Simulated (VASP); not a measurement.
## AgCl: excitons from the Bethe-Salpeter equation

Aim: the optical spectrum of AgCl with the electron-hole interaction. The cell is of the rock-salt type, one of the forms listed for this formula. The start is a computed cell from the Materials Project.

Method: PBE; plane waves and PAW (Ag_GW, Cl_GW), in the first sound run; inputs show where later runs differ, in VASP 6.6.1.

### 1. Set-up

It takes space group Fm-3m (No. 225, cubic). The conventional cell has a = 5.545 Å, b = 5.545 Å, c = 5.545 Å, α = 90.00°, β = 90.00°, γ = 90.00°. Nearest to Ag lie 6 Cl at 2.77 Å. Cl has 6 Ag at 2.77 Å nearest. Farther neighbours and most contacts between anions are not listed.

Structure file:

```cif
data_structure
_symmetry_space_group_name_H-M 'P 1'
_symmetry_Int_Tables_number 1
_cell_length_a 3.9211
_cell_length_b 3.9211
_cell_length_c 3.9211
_cell_angle_alpha 60.000
_cell_angle_beta 60.000
_cell_angle_gamma 60.000
_cell_volume 42.63
loop_
_atom_site_label
_atom_site_type_symbol
_atom_site_fract_x
_atom_site_fract_y
_atom_site_fract_z
_atom_site_occupancy
Ag1 Ag 0.00000 0.00000 0.00000 1
Cl2 Cl 0.50000 0.50000 0.50000 1
```

### 2. Ground state

The orbitals come from a self-consistent PBE run with a tight EDIFF and a narrow smearing. KPOINTS_OPT adds the bands along a path, which shows whether the mesh holds the band edges.

Contents of INCAR:

```
SYSTEM = AgCl
PREC = Accurate
ENCUT = 300
EDIFF = 1E-08
NELM = 100
ISMEAR = 0
SIGMA = 0.01
LREAL = .FALSE.
ALGO = Normal
GGA = PE
NBANDS = 15
LORBIT = 11
LWAVE = .TRUE.
LCHARG = .FALSE.
KPAR = 8
```

Contents of POSCAR:

```
AgCl
1.0
    0.0000000000      2.7726629968      2.7726629968
    2.7726629968      0.0000000000      2.7726629968
    2.7726629968      2.7726629968      0.0000000000
Ag Cl
1 1
Direct
    0.0000000000      0.0000000000      0.0000000000
    0.5000000000      0.5000000000      0.5000000000
```

Contents of KPOINTS:

```
Automatic mesh
0
Gamma
6 6 6
0 0 0
```

Contents of KPOINTS_OPT:

```
Line mode
12
Line-mode
Reciprocal
  0.00000000   0.00000000   0.00000000 GAMMA
  0.50000000   0.00000000   0.50000000 X

  0.50000000   0.00000000   0.50000000 X
  0.50000000   0.25000000   0.75000000 W

  0.50000000   0.25000000   0.75000000 W
  0.37500000   0.37500000   0.75000000 K

  0.37500000   0.37500000   0.75000000 K
  0.00000000   0.00000000   0.00000000 GAMMA

  0.00000000   0.00000000   0.00000000 GAMMA
  0.50000000   0.50000000   0.50000000 L

  0.50000000   0.50000000   0.50000000 L
  0.62500000   0.25000000   0.62500000 U

  0.62500000   0.25000000   0.62500000 U
  0.50000000   0.25000000   0.75000000 W

  0.50000000   0.25000000   0.75000000 W
  0.50000000   0.50000000   0.50000000 L

  0.50000000   0.50000000   0.50000000 L
  0.37500000   0.37500000   0.75000000 K

  0.62500000   0.25000000   0.62500000 U
  0.50000000   0.00000000   0.50000000 X
```

PAW data sets: Ag_GW and Cl_GW (PBE family, release 64).

Run with:

```console
> mpirun -np 8 vasp_std
```

Log:

```text
[banner, memory and clock lines left out]
running    8 mpi-ranks, on    1 nodes
 distrk:  each k-point on    1 cores,    8 groups
 distr:  one band on    1 cores,    1 groups

 POSCAR found type information on POSCAR AgCl
 POSCAR found :  2 types and       2 ions
|                                                                             |
|           W    W    AA    RRRRR   N    N  II  N    N   GGGG   !!!           |
|           W    W   A  A   R    R  NN   N  II  NN   N  G    G  !!!           |
|           W    W  A    A  R    R  N N  N  II  N N  N  G       !!!           |
|           W WW W  AAAAAA  RRRRR   N  N N  II  N  N N  G  GGG   !            |
|           WW  WW  A    A  R   R   N   NN  II  N   NN  G    G                |
|           W    W  A    A  R    R  N    N  II  N    N   GGGG   !!!           |
|                                                                             |
|     For optimal performance we recommend to set                             |
|       NCORE = 2 up to number-of-cores-per-socket                            |
|     NCORE specifies how many cores store one orbital (NPAR=cpu/NCORE).      |
|     This setting can greatly improve the performance of VASP for DFT.       |
|     The default, NCORE=1 might be grossly inefficient on modern             |
|     multi-core architectures or massively parallel machines. Do your        |
|     Unfortunately you need to use the default for GW and RPA                |
|     calculations (for HF NCORE is supported but not extensively tested      |
|     yet).                                                                   |
|                                                                             |

 LDA part: xc-table for (Slater+PW92), standard interpolation
 POSCAR, INCAR and KPOINTS ok, starting setup
 FFT: planning ... GRIDC
 FFT: planning ... GRID_SOFT
 FFT: planning ... GRID
 WAVECAR not read
 entering main loop
       N       E                     dE             d eps       ncg     rms          rms(c)
DAV:   1     0.806522320355E+02    0.80652E+02   -0.59649E+03   488   0.682E+02
DAV:   2    -0.250656965145E+01   -0.83159E+02   -0.77889E+02   585   0.204E+02
DAV:   3    -0.549722647489E+01   -0.29907E+01   -0.29822E+01   634   0.434E+01
DAV:   4    -0.557866737531E+01   -0.81441E-01   -0.81420E-01   655   0.601E+00
DAV:   5    -0.558349520677E+01   -0.48278E-02   -0.48276E-02   713   0.130E+00    0.416E+00
DAV:   6    -0.540507787032E+01    0.17842E+00   -0.25801E-01   592   0.734E+00    0.337E+00
DAV:   7    -0.539888984368E+01    0.61880E-02   -0.89421E-02   627   0.222E+00    0.167E+00
DAV:   8    -0.539809799517E+01    0.79185E-03   -0.59511E-03   655   0.936E-01    0.274E-01
DAV:   9    -0.539815395265E+01   -0.55957E-04   -0.67258E-04   716   0.372E-01    0.348E-02
DAV:  10    -0.539823212150E+01   -0.78169E-04   -0.18218E-04   573   0.141E-01    0.344E-02
DAV:  11    -0.539823540322E+01   -0.32817E-05   -0.14691E-05   743   0.279E-02    0.457E-03
DAV:  12    -0.539823543576E+01   -0.32546E-07   -0.13983E-06   606   0.113E-02    0.234E-03
DAV:  13    -0.539823520501E+01    0.23075E-06   -0.29343E-07   613   0.616E-03    0.426E-04
DAV:  14    -0.539823517566E+01    0.29355E-07   -0.45899E-08   614   0.148E-03    0.220E-04
DAV:  15    -0.539823519683E+01   -0.21168E-07   -0.27487E-09   443   0.412E-04    0.164E-04
DAV:  16    -0.539823519989E+01   -0.30655E-08   -0.54689E-10   359   0.269E-04
   1 F= -.53982352E+01 E0= -.53982352E+01  d E =-.406948E-39
 Start KPOINTS_OPT (optional k-point list driver)
k-point batch [1-16\120]
       N       E                     dE             ncg
DAV:   1     0.128772215563E+04   -0.37569E+04      496
DAV:   2    -0.104186318314E+02   -0.12981E+04      578
DAV:   3    -0.565857196093E+02   -0.46167E+02      613
DAV:   4    -0.577148381913E+02   -0.11291E+01      675
DAV:   5    -0.578009156788E+02   -0.86077E-01      722
DAV:   6    -0.578042061954E+02   -0.32905E-02      730
DAV:   7    -0.578042319365E+02   -0.25741E-04      698
DAV:   8    -0.578042321684E+02   -0.23190E-06      705
DAV:   9    -0.578042321722E+02   -0.38247E-08      514
[...]
k-point batch [113-120\120]
       N       E                     dE             ncg
DAV:   1     0.483474934205E+04   -0.34176E+04      240
DAV:   2     0.419717664328E+04   -0.63757E+03      317
DAV:   3     0.417435648094E+04   -0.22820E+02      310
DAV:   4     0.417364516481E+04   -0.71132E+00      358
DAV:   5     0.417361302243E+04   -0.32142E-01      335
DAV:   6     0.417361233941E+04   -0.68302E-03      374
DAV:   7     0.417361233835E+04   -0.10635E-05      318
DAV:   8     0.417361233829E+04   -0.55093E-07      355
DAV:   9     0.417361233829E+04   -0.13333E-08      246
 writing wavefunctions
```

Run time: 3.6 s. Hardware: 8 MPI ranks of Intel Xeon Platinum 8488C (Sapphire Rapids), shared host; peak memory 1.2 GiB; 24 s of CPU time.

Lines that name or quote the potential files are left out of all logs, and their timing lines are given in words.

Parts of OUTCAR (step 2):

```text
ion  position               nearest neighbor table
   1  0.000  0.000  0.000-   2 2.77   2 2.77   2 2.77   2 2.77   2 2.77   2 2.77
   2  0.500  0.500  0.500-   1 2.77   1 2.77   1 2.77   1 2.77   1 2.77   1 2.77

  LATTYP: Found a face centered cubic cell.
 ALAT       =     5.5453259936

 Subroutine GETGRP returns: Found 48 space group operations
 (whereof 48 operations were pure point group operations)

The static configuration has the point symmetry O_h .

 Found     16 irreducible k-points:

   k-points           NKPTS =     16   k-points in BZ     NKDIM =     16   number of bands    NBANDS=     15

   dimension x,y,z NGX =    24 NGY =   24 NGZ =   24
   dimension x,y,z NGXF=    48 NGYF=   48 NGZF=   48

   ENCUT  =  300.0 eV  22.05 Ry    4.70 a.u.   5.54  5.54  5.54*2*pi/ulx,y,z

   NELECT =      18.0000    total number of electrons

 k-points in reciprocal lattice and weights: Automatic mesh
   0.00000000  0.00000000  0.00000000       0.005
   0.16666667  0.00000000  0.00000000       0.037
   0.33333333  0.00000000  0.00000000       0.037
   0.50000000  0.00000000  0.00000000       0.019
   0.16666667  0.16666667  0.00000000       0.028
   0.33333333  0.16666667  0.00000000       0.111
   0.50000000  0.16666667  0.00000000       0.111
  -0.33333333  0.16666667  0.00000000       0.111
  -0.16666667  0.16666667  0.00000000       0.056
[...]
-0.33333333  0.33333333  0.16666667       0.111
  -0.33333333  0.50000000  0.16666667       0.056

 average (electrostatic) potential at core
       1 -88.4645       2 -82.0928

 E-fermi :   3.8206

 k-point     1 :       0.0000    0.0000    0.0000
  band No.  band energies     occupation
    ...
      5       1.3302      2.00000
      6       1.3302      2.00000
      7       1.3966      2.00000
      8       1.3966      2.00000
      9       1.3966      2.00000
     10       4.6220      0.00000
     11      14.4597      0.00000
     12      14.4597      0.00000
     13      14.4597      0.00000
     14      16.1031      0.00000
    ...

 k-point     2 :       0.1667    0.0000    0.0000
  band No.  band energies     occupation
    ...
      5       1.3792      2.00000
      6       1.3792      2.00000
      7       1.6194      2.00000
      8       2.4288      2.00000
      9       2.4288      2.00000
     10       5.7605      0.00000
     11      12.5703      0.00000
     12      13.7752      0.00000
     13      13.7752      0.00000
     14      15.5811      0.00000
    ...

 k-point     3 :       0.3333    0.0000    0.0000
  band No.  band energies     occupation
    ...
      5       1.5613      2.00000
      6       1.5613      2.00000
      7       1.8383      2.00000
      8       3.3443      2.00000
      9       3.3443      2.00000
     10       7.4074      0.00000
     11      10.7299      0.00000
     12      12.0662      0.00000
     13      12.0662      0.00000
     14      16.3931      0.00000
    ...

  Total        0.3041937      0.3041937      0.3041937      0.0000000      0.0000000     -0.0000000
  in kB       11.4324576     11.4324576     11.4324576      0.0000000      0.0000000     -0.0000000
  external PRESSURE =      11.4324576 kB  Pullay stress =       0.0000000 kB

  energy-cutoff  :      300.00
  volume of cell :       42.63
      direct lattice vectors                 reciprocal lattice vectors
     0.000000000  2.772662997  2.772662997    -0.180332049  0.180332049  0.180332049
     2.772662997  0.000000000  2.772662997     0.180332049 -0.180332049  0.180332049
     2.772662997  2.772662997  0.000000000     0.180332049  0.180332049 -0.180332049

 POSITION                                       TOTAL-FORCE (eV/Angst)
 -----------------------------------------------------------------------------------
      0.00000      0.00000      0.00000         0.000000      0.000000     -0.000000
      2.77266      2.77266      2.77266        -0.000000     -0.000000      0.000000
 -----------------------------------------------------------------------------------
    total drift:                                0.000000     -0.000000     -0.000000

  FREE ENERGIE OF THE ION-ELECTRON SYSTEM (eV)
  ---------------------------------------------------
  free  energy   TOTEN  =        -5.3982351999 eV

  energy  without entropy=       -5.3982351999  energy(sigma->0) =       -5.39823520

 total charge
# of ion       s       p       d       f       tot
--------------------------------------------------
    1        0.234   0.187   9.506   0.017   9.944
    2        1.596   3.437   0.028   0.000   5.061
--------------------------------------------------
tot          1.830   3.624   9.535   0.017  15.006

[... 3 further parts left out ...]
```

Numbers from this step:

```yaml
free_energy_toten: -5.398 eV
fermi_energy: 3.821 eV
pressure: 1.143 GPa
least_gap_on_mesh_and_path: 0.8921 eV
least_direct_gap_on_mesh_and_path: 3.003 eV
```

The highest empty bands on the path are converged less tightly, to about 0.1 eV. Electronic bands along the path, in eV, zero at the valence-band top; v1 is the highest filled band, c1 the lowest empty one:

```
          point     v4     v3     v2     v1    c1     c2     c3     c4
              Γ  -2.40  -2.33  -2.33  -2.33  0.89  10.73  10.73  10.73
0.45 of the way  -2.32  -1.78  -1.78  -1.34  3.24   7.64   8.89  10.09
              X  -2.21  -1.95  -1.95  -1.87  2.36   7.97   8.62  11.50
0.45 of the way  -1.98  -1.95  -1.93  -1.52  2.96   7.83   8.37   9.97
              W  -1.99  -1.95  -1.95  -1.18  4.18   7.86   7.86   7.98
0.55 of the way  -2.00  -1.87  -1.75  -1.11  3.84   7.34   8.04   9.00
              K  -2.01  -1.84  -1.65  -1.05  3.59   7.23   8.11   9.77
0.45 of the way  -2.12  -1.70  -1.69  -0.15  4.09   6.91   7.93   8.58
              Γ  -2.40  -2.33  -2.33  -2.33  0.89  10.73  10.73  10.73
0.55 of the way  -2.23  -1.97  -0.68  -0.68  3.15   7.53   8.89   8.89
              L  -2.07  -1.76   0.00   0.00  4.22   6.52   7.61   7.61
0.55 of the way  -2.06  -1.82  -0.93  -0.40  4.80   5.74   8.08   8.48
              U  -2.01  -1.84  -1.65  -1.05  3.59   7.23   8.11   9.77
0.45 of the way  -2.00  -1.87  -1.75  -1.11  3.84   7.34   8.04   9.00
              W  -1.99  -1.95  -1.95  -1.18  4.18   7.86   7.86   7.98
0.55 of the way  -2.07  -1.82  -0.86  -0.41  5.09   5.46   8.07   8.37
              L  -2.07  -1.76   0.00   0.00  4.22   6.52   7.61   7.61
0.45 of the way  -2.06  -1.80  -0.71  -0.29  4.98   5.51   8.07   8.24
              K  -2.01  -1.84  -1.65  -1.05  3.59   7.23   8.11   9.77
      jump to U  -2.01  -1.84  -1.65  -1.05  3.59   7.23   8.11   9.77
0.45 of the way  -1.97  -1.92  -1.75  -1.71  2.78   7.79   8.44  10.80
              X  -2.21  -1.95  -1.95  -1.87  2.36   7.97   8.62  11.50
```

Of the projections kept (Ag, Cl), the largest for each band there; the rest of the weight can lie on other orbitals:

| point | v4 | v3 | v2 | v1 | c1 | c2 | c3 | c4 |
| --- | --- | --- | --- | --- | --- | --- | --- | --- |
| Γ | Ag 0.99 | Cl 0.96 | Cl 0.96 | Cl 0.96 | Ag 0.69 | Cl 0.56 | Cl 0.56 | Cl 0.56 |
| X | Ag 0.99 | Ag 1.00 | Ag 1.00 | Ag 0.96 | Ag 0.88 | Ag 0.64 | Cl 0.64 | Ag 0.68 |
| W | Ag 0.89 | Ag 0.97 | Ag 1.00 | Ag 0.82 | Ag 0.69 | Cl 0.57 | Cl 0.57 | Ag 0.74 |
| K | Ag 1.00 | Ag 0.94 | Ag 0.90 | Ag 0.71 | Ag 0.77 | Ag 0.54 | Cl 0.62 | Ag 0.64 |
| Γ | Ag 0.99 | Cl 0.96 | Cl 0.96 | Cl 0.96 | Ag 0.69 | Cl 0.56 | Cl 0.56 | Cl 0.56 |
| L | Ag 1.00 | Ag 0.92 | Ag 0.59 | Ag 0.59 | Ag 0.65 | Ag 0.56 | Ag 0.69 | Ag 0.69 |

The cell has a gap of 0.892 eV on mesh and path. Spin-orbit coupling is left out, which can shift or reorder these edges.

### 3. Empty bands

The next step needs empty bands that the ground-state run didn't converge, so the Hamiltonian is diagonalised exactly for NBANDS bands, in a single step. LOPTICS writes the k-derivatives of the orbitals (WAVEDER), which give the long-wavelength limit of the screening.

Contents of INCAR:

```
SYSTEM = AgCl
PREC = Accurate
ENCUT = 300
ISMEAR = 0
SIGMA = 0.01
LREAL = .FALSE.
GGA = PE
NBANDS = 104
ALGO = Exact
NELM = 1
LWAVE = .TRUE.
LCHARG = .FALSE.
LOPTICS = .TRUE.
NEDOS = 1000
CSHIFT = 0.1
```

POSCAR is that of step 2.

KPOINTS is that of step 2.

Run with:

```console
> mpirun -np 8 vasp_std
```

Log:

```text
[banner, memory and clock lines left out]
running    8 mpi-ranks, on    1 nodes
 distrk:  each k-point on    8 cores,    1 groups
 distr:  one band on    1 cores,    8 groups

 POSCAR found type information on POSCAR AgCl
 POSCAR found :  2 types and       2 ions
 [... a notice as in an earlier step ...]

 LDA part: xc-table for (Slater+PW92), standard interpolation
 found WAVECAR, reading the header
  number of bands has changed, file:    15 present:   104
  trying to continue reading WAVECAR, but it might fail
 POSCAR, INCAR and KPOINTS ok, starting setup
 FFT: planning ... GRIDC
 FFT: planning ... GRID_SOFT
 FFT: planning ... GRID
 reading WAVECAR
 random initialization beyond band           15
 the WAVECAR file was read successfully
 initial charge from wavefunction
 entering main loop
       N       E                     dE             d eps       ncg     rms          rms(c)
DIA:   1    -0.539823518997E+01   -0.53982E+01    0.00000E+00     0   0.000E+00
   1 F= -.53982352E+01 E0= -.53982352E+01  d E =-.179535E-12
 writing wavefunctions
 optical routines
 imaginary and real dielectric function
 recalculating local potential from charge density
 direction            1
 direction            2
 direction            3
```

Run time: 2.6 s. Hardware: 8 MPI ranks; peak memory 0.98 GiB; 16 s of CPU time.

From OUTCAR (step 3):

```text
The static configuration has the point symmetry O_h .

 Found     16 irreducible k-points:

   k-points           NKPTS =     16   k-points in BZ     NKDIM =     16   number of bands    NBANDS=    104

   NELECT =      18.0000    total number of electrons

 E-fermi :   3.7756

 k-point     2 :       0.1667    0.0000    0.0000
  band No.  band energies     occupation
    ...
      5       1.3792      2.00000
      6       1.3792      2.00000
      7       1.6193      2.00000
      8       2.4288      2.00000
      9       2.4288      2.00000
     10       5.7605      0.00000
     11      12.5703      0.00000
     12      13.7752      0.00000
     13      13.7752      0.00000
     14      15.5811      0.00000
    ...

 k-point     6 :       0.3333    0.1667    0.0000
  band No.  band energies     occupation
    ...
      5       1.3298      2.00000
      6       1.5903      2.00000
      7       1.8616      2.00000
      8       2.4477      2.00000
      9       2.9619      2.00000
     10       7.4695      0.00000
     11      10.6560      0.00000
     12      12.0433      0.00000
     13      13.1654      0.00000
     14      14.7835      0.00000
    ...

  Total        0.3044077      0.3044077      0.3044077      0.0000000      0.0000000      0.0000000
  in kB       11.4404997     11.4404997     11.4404997      0.0000000      0.0000000      0.0000000
  external PRESSURE =      11.4404997 kB  Pullay stress =       0.0000000 kB

 POSITION                                       TOTAL-FORCE (eV/Angst)
 -----------------------------------------------------------------------------------
      0.00000      0.00000      0.00000         0.000000      0.000000      0.000000
      2.77266      2.77266      2.77266         0.000000      0.000000      0.000000
 -----------------------------------------------------------------------------------
    total drift:                                0.000000     -0.000000     -0.000000

  FREE ENERGIE OF THE ION-ELECTRON SYSTEM (eV)
  ---------------------------------------------------
  free  energy   TOTEN  =        -5.3982351900 eV

  energy  without entropy=       -5.3982351900  energy(sigma->0) =       -5.39823519

 plasma frequency squared (from intraband transitions) (eV^2)
  --------------------------------------------------------------------------------------
       0.000       0.000       0.000
       0.000       0.000       0.000
       0.000       0.000       0.000

[... 12 parts as in an earlier step ...]
```

The gap is read on the k-mesh alone, so it is an upper bound where the band edges lie off the mesh.

Numbers from this step:

| Quantity | Value |
| --- | --- |
| gap on the k-mesh | 0.8921 eV |
| least direct gap on the k-mesh | 3.225 eV |

WAVECAR now holds 104 bands for 18 electrons. Its independent-particle dielectric tensor has xx, yy, zz = 5.4, 5.4, 5.4 on this mesh, which isn't tested for convergence in mesh or bands and lacks local fields.

[end of part 1 of 3]

[Lines on the potential files, build, host, timing and source positions are cut from VASP's logs without a mark.]

[Logs are printed without paths, hosts, clocks, repeated set-up lines and the standing remarks that a program may print on its own settings, such as how far it seeks lower states.]

[Hosts, paths, dates, database ids (printed as entryN), source tags and the programs' standing remarks are cut or masked in the printed files.]

[Pressures printed for these runs are not shown converged in the cutoff: they can be off by several GPa and have the wrong sign.]
